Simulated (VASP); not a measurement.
Computed with PBE GGA, VASP's PBE PAW potentials (set 64) (plane waves; VASP).

The input files of a VASP run:

**INCAR**
```
ALGO=Fast
EDIFF=1E-5
EDIFFG=-0.03
ENCUT=400
GGA=PE
IBRION=2
ISIF=2
ISMEAR=0
ISYM=0
LASPH=.TRUE.
LCHARG=.FALSE.
LMAXMIX=4
LREAL=Auto
LWAVE=.TRUE.
NELECT=288.0
NELM=100
NELMIN=4
NSW=60
PREC=Normal
SIGMA=0.05
SYSTEM=Ga35CN36
```

POSCAR:
```
Ga35CN36
1
    4.8683178927    -8.4321738171     0.0000000000
    4.8683178927     8.4321738171     0.0000000000
    0.0000000000     0.0000000000    10.5562839806
Ga N C
35 36 1
Direct
  0.2222220000   0.1111110000   0.2500000000
  0.1111110000   0.2222220000   0.0000000000
  0.2222220000   0.1111110000   0.7500000000
  0.1175180000   0.2245660000   0.5032000000
  0.2253840000   0.4496890000   0.2535480000
  0.1111110000   0.5555560000   0.0000000000
  0.2241110000   0.4523460000   0.7536580000
  0.1178080000   0.5571940000   0.5003930000
  0.2222220000   0.7777780000   0.2500000000
  0.1111110000   0.8888890000   0.0000000000
  0.2222220000   0.7777780000   0.7500000000
  0.1111110000   0.8888890000   0.5000000000
  0.5555560000   0.1111110000   0.2500000000
  0.4444440000   0.2222220000   0.0000000000
  0.5555560000   0.1111110000   0.7500000000
  0.4421790000   0.2200230000   0.4968720000
  0.5545870000   0.4384080000   0.2463480000
  0.4444440000   0.5555560000   0.0000000000
  0.5506660000   0.4390110000   0.7534650000
  0.5489310000   0.7764520000   0.2536410000
  0.4444440000   0.8888890000   0.0000000000
  0.5511310000   0.7777540000   0.7516880000
  0.4483590000   0.8872880000   0.4962310000
  0.8888890000   0.1111110000   0.2500000000
  0.7777780000   0.2222220000   0.0000000000
  0.8888890000   0.1111110000   0.7500000000
  0.7777780000   0.2222220000   0.5000000000
  0.8888890000   0.4444440000   0.2500000000
  0.7777780000   0.5555560000   0.0000000000
  0.8888890000   0.4444440000   0.7500000000
  0.7825300000   0.5571920000   0.5011580000
  0.8888890000   0.7777780000   0.2500000000
  0.7777780000   0.8888890000   0.0000000000
  0.8888890000   0.7777780000   0.7500000000
  0.7724160000   0.8847980000   0.5036150000
  0.2222220000   0.1111110000   0.4385000000
  0.1111110000   0.2222220000   0.1885000000
  0.2222220000   0.1111110000   0.9385000000
  0.1111110000   0.2222220000   0.6885000000
  0.2174900000   0.4446560000   0.4347650000
  0.1111110000   0.5555560000   0.1885000000
  0.2222220000   0.4444440000   0.9385000000
  0.1111110000   0.5555560000   0.6885000000
  0.2222220000   0.7777780000   0.4385000000
  0.1111110000   0.8888890000   0.1885000000
  0.2222220000   0.7777780000   0.9385000000
  0.1111110000   0.8888890000   0.6885000000
  0.5555560000   0.1111110000   0.4385000000
  0.4444440000   0.2222220000   0.1885000000
  0.5555560000   0.1111110000   0.9385000000
  0.4444440000   0.2222220000   0.6885000000
  0.5564100000   0.4405510000   0.4431410000
  0.4444440000   0.5555560000   0.1885000000
  0.5555560000   0.4444440000   0.9385000000
  0.4491910000   0.5598330000   0.6840960000
  0.5534980000   0.7775950000   0.4405040000
  0.4444440000   0.8888890000   0.1885000000
  0.5555560000   0.7777780000   0.9385000000
  0.4444440000   0.8888890000   0.6885000000
  0.8888890000   0.1111110000   0.4385000000
  0.7777780000   0.2222220000   0.1885000000
  0.8888890000   0.1111110000   0.9385000000
  0.7777780000   0.2222220000   0.6885000000
  0.8888890000   0.4444440000   0.4385000000
  0.7777780000   0.5555560000   0.1885000000
  0.8888890000   0.4444440000   0.9385000000
  0.7777780000   0.5555560000   0.6885000000
  0.8888890000   0.7777780000   0.4385000000
  0.7777780000   0.8888890000   0.1885000000
  0.8888890000   0.7777780000   0.9385000000
  0.7777780000   0.8888890000   0.6885000000
  0.4491410000   0.5550940000   0.4980370000
```

File KPOINTS:
```
Automatic mesh
0
Gamma
1 1 1
0 0 0
```

POTCAR, in this order: Ga N C (PBE.64 set). Program: vasp_gam.

The cell is charged, with a uniform compensating background. The supercell is sampled at Γ alone, which is coarse: total energies, pressure and levels can be off, energies of defects by several tenths of an eV.

Question: Predict the energy per atom (σ→0).

Answer: 
| Property | Value |
|---|---|
| energy per atom (σ→0) | -6.093 eV/atom |

**OSZICAR**
```
...
RMM:   5    -0.438702790187E+03    0.17109E-06   -0.16774E-05   221   0.913E-03
  18 F= -.43870279E+03 E0= -.43870279E+03  d E =-.375708E-03
       N       E                     dE             d eps       ncg     rms          rms(c)
DAV:   1    -0.438702805480E+03   -0.15122E-04   -0.52824E-03   404   0.185E-01    0.142E-02
RMM:   2    -0.438702812056E+03   -0.65761E-05   -0.94312E-05   342   0.215E-02    0.635E-03
RMM:   3    -0.438702812435E+03   -0.37891E-06   -0.13919E-05   219   0.808E-03    0.400E-03
RMM:   4    -0.438702812175E+03    0.26075E-06   -0.27746E-06   205   0.355E-03
  19 F= -.43870281E+03 E0= -.43870281E+03  d E =-.397696E-03
```

The cell is a supercell with a defect, built from GaN (wurtzite): C_Ga, charge +1. The run is not spin-polarised, so no state with unpaired spins was tried.
